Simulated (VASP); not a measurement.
Data:

```
BaS
1.0
    0.00000     3.13647     3.13647
    3.13647     0.00000     3.13647
    3.13647     3.13647     0.00000
Ba S
1 1
Direct
  0.00000   0.00000   0.00000
  0.50000   0.50000   0.50000
```

Method: rev-vdW-DF2, VASP's PBE PAW potentials (set 64) (plane waves; VASP). Settings: 520 eV cut-off, 7×7×7 Γ-centred mesh, Gaussian smearing of 0.050 eV, potentials Ba_sv S.

Estimate the energy per atom (σ→0), pressure.

- energy per atom (σ→0) = -3.556 eV/atom
- pressure = 3.19 GPa

The absolute energy has meaning only against runs of the same code, potentials and settings.

The compound is BaS in the rock salt structure. This cell is one point of a volume scan, at 0.94 of the reference volume.
